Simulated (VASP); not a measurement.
```
Au
1.0
    0.00000     2.03025     2.04045
    2.04045     0.00000     2.04045
    2.04045     2.03025     0.00000
Au
1
Direct
  0.00000   0.00000   0.00000
```

Calculation: PBEsol GGA, VASP's PBE PAW potentials (set 64) (plane waves; VASP). Run with 480 eV cut-off, 14×14×14 Γ-centred mesh, first-order Methfessel-Paxton smearing of 0.10 eV, potentials Au.

Problem. Give the stress tensor in GPa (positive for a compressed cell).

Solution. 
```
0.84  0.00  0.00
0.00  1.03  0.00
0.00  0.00  0.84
```
The pressure is its mean diagonal, 0.90 GPa.

The compound is Au in the fcc structure. This cell was strained or had an atom moved on purpose.
